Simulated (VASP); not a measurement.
VASP runs on HfS$_{2}$ (space group P-3m1) share one base input (PBE GGA, plane waves, VASP's PBE PAW potentials (set 64)) and change the settings named in each case.

**INCAR**
```
ALGO = Normal
EDIFF = 1E-6
LMAXMIX = 6
ENCUT = 300   # plane-wave cut-off (eV)
GGA = PE
LREAL = .FALSE.
ISMEAR = -1
SIGMA = 0.01   # width (eV)
NELM = 100   # most electronic steps
LCHARG = .FALSE.
PREC = Accurate
ISIF = 2
LWAVE = .FALSE.
LASPH = .TRUE.   # aspherical one-centre terms
SYSTEM = HfS2
```

### POSCAR
```
HfS2
1
    1.8222600000    -3.1562470000     0.0000000000
    1.8222600000     3.1562470000     0.0000000000
    0.0000000000     0.0000000000     5.8734000000
Hf S
1 2
Direct
  0.0000000000   0.0000000000   0.0000000000
  0.3333330000   0.6666670000   0.2500000000
  0.6666670000   0.3333330000   0.7500000000
```

**KPOINTS**
```
Automatic mesh
0
gamma
  8 8 5
0 0 0
```

POTCAR, in this order: Hf_pv S (PBE.64 set). Program: vasp_std.

| change | E(σ→0) (eV/atom) | pressure (GPa) |
|---|---|---|
| base run | -7.6234 | -1.18 |
| GGA removed, POTCAR Hf_pv S (LDA.64 set) | -8.2563 | -6.86 |
| GGA_COMPAT = .FALSE., LNONCOLLINEAR = .TRUE., LSORBIT = .TRUE., MAGMOM = 0.0 0.0 0.0 0.0 0.0 0.0 0.0 0.0 0.0, program vasp_ncl | -7.8398 | -1.17 |
| KPOINTS 6×6×3 Γ-centred mesh | -7.6202 | -1.11 |
| LDAU = .TRUE., LDAUJ = 0 0, LDAUL = 2 -1, LDAUTYPE = 2, LDAUU = 2.0 0 | -7.2388 | 1.12 |
 Energies of different potentials or functionals have different zeros.  Unless said otherwise, spin-orbit coupling is left out, though it shifts the bands of the heavy elements here. At 300 eV the pressure can carry a Pulay error.

Left out are runs that ran out of time, are held back, or changed the cell or the kind of run, fixed moments of cells without a moment, rows past the twelfth, gaps on odd meshes, pressures of charged cells and columns that move by less than the noise.

The structure is a typed HfS2 crystal (P-3m1). The cell was not relaxed at this level, its lattice was scaled by up to 2.5 %.
